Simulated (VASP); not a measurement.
Computed with PBEsol GGA, VASP's PBE PAW potentials (set 64) (plane waves; VASP 6.6.1).

VASP ran on this input.

### POSCAR
```
TiCo
1.0
  2.9273115293   0.0000000000   0.0000000000
  0.0000000000   2.9273115293   0.0000000000
  0.0000000000   0.0000000000   2.9273115293
Ti Co
1 1
direct
  0.0000000000   0.0000000000   0.0000000000
  0.5000000000   0.5000000000   0.5000000000
```

KPOINTS:
```
Automatic mesh
0
gamma
12 12 12
0 0 0
```

**INCAR**
```
ALGO  =  Normal
EDIFF  =  1E-7
ENCUT  =  480
GGA  =  PS
ISIF  =  2
ISMEAR  =  1
LASPH  =  T
LCHARG  =  F
LMAXMIX  =  4
LREAL  =  F
LWAVE  =  F
NELM  =  100
PREC  =  Accurate
SIGMA  =  0.1
SYSTEM  =  TiCo
```

POTCAR, in this order: Ti_sv Co (PBE.64 set). Program: vasp_std.

Output

File OSZICAR:
```
       N       E                     dE             d eps       ncg     rms          rms(c)
DAV:   1     0.148014659065E+03    0.14801E+03   -0.10083E+04  2360   0.181E+03
DAV:   2    -0.102956484674E+02   -0.15831E+03   -0.15556E+03  2394   0.404E+02
DAV:   3    -0.191821435152E+02   -0.88865E+01   -0.88240E+01  3850   0.105E+02
DAV:   4    -0.193969964730E+02   -0.21485E+00   -0.21363E+00  2804   0.135E+01
DAV:   5    -0.194053754336E+02   -0.83790E-02   -0.83778E-02  3468   0.250E+00    0.149E+01
DAV:   6    -0.179921520613E+02    0.14132E+01   -0.18836E+01  2508   0.661E+01    0.974E+00
DAV:   7    -0.186852595781E+02   -0.69311E+00   -0.27272E+01  3748   0.553E+01    0.184E+01
DAV:   8    -0.168896604714E+02    0.17956E+01   -0.12261E+01  3478   0.355E+01    0.174E+00
DAV:   9    -0.169007137160E+02   -0.11053E-01   -0.38035E-01  3464   0.637E+00    0.185E+00
DAV:  10    -0.168891324115E+02    0.11581E-01   -0.79016E-02  3416   0.362E+00    0.483E-01
DAV:  11    -0.168873724283E+02    0.17600E-02   -0.96627E-03  3182   0.117E+00    0.241E-01
DAV:  12    -0.168869907606E+02    0.38167E-03   -0.18262E-03  3666   0.430E-01    0.531E-02
DAV:  13    -0.168869543319E+02    0.36429E-04   -0.93228E-05  2810   0.965E-02    0.318E-02
DAV:  14    -0.168869470463E+02    0.72856E-05   -0.40071E-05  3362   0.615E-02    0.426E-03
DAV:  15    -0.168869471904E+02   -0.14404E-06   -0.10916E-06  2692   0.128E-02    0.122E-03
DAV:  16    -0.168869472751E+02   -0.84742E-07   -0.49111E-08  1476   0.266E-03
   1 F= -.16886947E+02 E0= -.16886462E+02  d E =-.145468E-02
```

File OUTCAR:
```
------------------------ aborting loop because EDIFF is reached ----------------------------------------
  FORCE on cell =-STRESS in cart. coord.  units (eV):
  Direction    XX          YY          ZZ          XY          YZ          ZX
  --------------------------------------------------------------------------------------
  Total        0.0699684      0.0699684      0.0699684      0.0000000      0.0000000     -0.0000000
  in kB        4.4689508      4.4689508      4.4689508      0.0000000      0.0000000     -0.0000000
  external PRESSURE =       4.4689508 kB  Pullay stress =       0.0000000 kB
  volume of cell :       25.08
      direct lattice vectors                 reciprocal lattice vectors
     2.927311529  0.000000000  0.000000000     0.341610379  0.000000000  0.000000000
     0.000000000  2.927311529  0.000000000     0.000000000  0.341610379  0.000000000
     0.000000000  0.000000000  2.927311529     0.000000000  0.000000000  0.341610379
 POSITION                                       TOTAL-FORCE (eV/Angst)
 -----------------------------------------------------------------------------------
      0.00000      0.00000      0.00000         0.000000      0.000000      0.000000
      1.46366      1.46366      1.46366         0.000000      0.000000      0.000000
 -----------------------------------------------------------------------------------
    total drift:                                0.000000      0.000000     -0.000000
  FREE ENERGIE OF THE ION-ELECTRON SYSTEM (eV)
  ---------------------------------------------------
  free  energy   TOTEN  =       -16.8869472751 eV

  energy  without entropy=      -16.8854925931  energy(sigma->0) =      -16.88646238
```
(Selected blocks of OUTCAR.)

The compound is TiCo in the CsCl type structure. It was relaxed first, which changed the volume by -6 %. The run is not spin-polarised, so no magnetic state was tried. The electron count is odd and the run is not spin-polarised, which forces a metal.
